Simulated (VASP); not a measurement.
These are PBE GGA with D4 dispersion, VASP's PBE PAW potentials (set 64) (plane waves; VASP) values and carry that method's errors.

The input files of a VASP run:

POSCAR:
```
HfO2
1
    0.0000000000     2.5249444692     2.5249444692
    2.5249444692     0.0000000000     2.5249444692
    2.5249444692     2.5249444692     0.0000000000
Hf O
1 2
Direct
  0.0000000000   0.0000000000   0.0000000000
  0.2500000000   0.2500000000   0.2500000000
  0.7500000000   0.7500000000   0.7500000000
```

INCAR:
```
ALGO  =  Normal
EDIFF  =  1E-7
ENCUT  =  520
GGA  =  PE
ICHARG  =  11
ISMEAR  =  0
IVDW  =  13
LASPH  =  .True.
LCHARG  =  .False.
LMAXMIX  =  6
LORBIT  =  11
LREAL  =  .False.
LWAVE  =  .False.
NELM  =  100
PREC  =  Accurate
SIGMA  =  0.05
SYSTEM  =  HfO2
```

### KPOINTS
```
k-points along high-symmetry lines
15
Line-mode
Reciprocal
  0.000000   0.000000   0.000000 ! GAMMA
  0.500000   0.000000   0.500000 ! X

  0.500000   0.000000   0.500000 ! X
  0.625000   0.250000   0.625000 ! U

  0.375000   0.375000   0.750000 ! K
  0.000000   0.000000   0.000000 ! GAMMA

  0.000000   0.000000   0.000000 ! GAMMA
  0.500000   0.500000   0.500000 ! L

  0.500000   0.500000   0.500000 ! L
  0.500000   0.250000   0.750000 ! W

  0.500000   0.250000   0.750000 ! W
  0.500000   0.000000   0.500000 ! X
```

POTCAR, in this order: Hf_pv O (PBE.64 set). Program: vasp_std. Read from the step before: CHGCAR.

Question: What will the output report for the number of irreducible k-points (NKPTS), largest plane-wave count, number of space-group operations, FFT grid (NGX, NGY, NGZ)?

Answer: 
- number of irreducible k-points (NKPTS): 90
- largest plane-wave count: 893
- number of space-group operations: 48
- FFT grid (NGX, NGY, NGZ): 28 × 28 × 28

The compound is HfO2 in the fluorite structure, the high-temperature cubic form, which is unstable at 0 K; the monoclinic form is the stable one. It was relaxed first.
